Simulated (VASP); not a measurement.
A VASP calculation is set up with these files.

INCAR:
```
SYSTEM = WSe2
PREC = Accurate
ENCUT = 300
EDIFF = 1E-6
NELM = 100
ALGO = Normal
LREAL = .FALSE.
LASPH = .TRUE.
ISMEAR = -1
SIGMA = 0.01
GGA = PS
LMAXMIX = 6
LWAVE = .FALSE.
LCHARG = .FALSE.
ISIF = 2
```

### POSCAR
```
WSe2
1
    1.6117000000    -2.7915470000     0.0000000000
    1.6117000000     2.7915470000     0.0000000000
    0.0000000000     0.0000000000    12.7363620000
W Se
2 4
Direct
  0.3333330000   0.6666670000   0.2500000000
  0.6666670000   0.3333330000   0.7500000000
  0.3333330000   0.6666670000   0.8790000000
  0.6666670000   0.3333330000   0.3790000000
  0.6666670000   0.3333330000   0.1210000000
  0.3333330000   0.6666670000   0.6210000000
```

File KPOINTS:
```
kpoints
0
G
  5 5 1
0 0 0
```

POTCAR, in this order: W_sv Se (PBE.64 set). Program: vasp_std.

Translate this PBEsol calculation to Ansatz.

One equivalent input (not run):
Ansatz 0.2 input:
```yaml
crystal:
  lattice:
    - [1.6117000, -2.7915470, 0.0000000]
    - [1.6117000, 2.7915470, 0.0000000]
    - [0.0000000, 0.0000000, 12.7363620]
  atoms:
    - { symbol: W, position: [0.3333330, 0.6666670, 0.2500000] }
    - { symbol: W, position: [0.6666670, 0.3333330, 0.7500000] }
    - { symbol: Se, position: [0.3333330, 0.6666670, 0.8790000] }
    - { symbol: Se, position: [0.6666670, 0.3333330, 0.3790000] }
    - { symbol: Se, position: [0.6666670, 0.3333330, 0.1210000] }
    - { symbol: Se, position: [0.3333330, 0.6666670, 0.6210000] }
kpoints:
  mp_grid: { grid: [5, 5, 1] }
hamiltonian:
  xc: pbesol
  pseudopotentials: { kind: paw }
scf:
  occupations: { method: fermi_dirac, width: 0.01 }
  max_iter: 100
output: { forces: true, stress: true, eigenvalues: true }
```
Limits of the translation: each code has its own PAW files, so the cut-off isn't converted (ENCUT is set for VASP's; basis.ecutwfc is left out, and Ansatz then takes the one that its files recommend); Ansatz stops its SCF on the density residual and VASP on the energy change (EDIFF).

The structure is a typed WSe2 crystal. The cell was not relaxed at this level, and its volume differs by -5.9 % from the start's. The k-mesh is coarse (spacing up to 0.49 per Å, 2π included), so the numbers may not be converged in it.
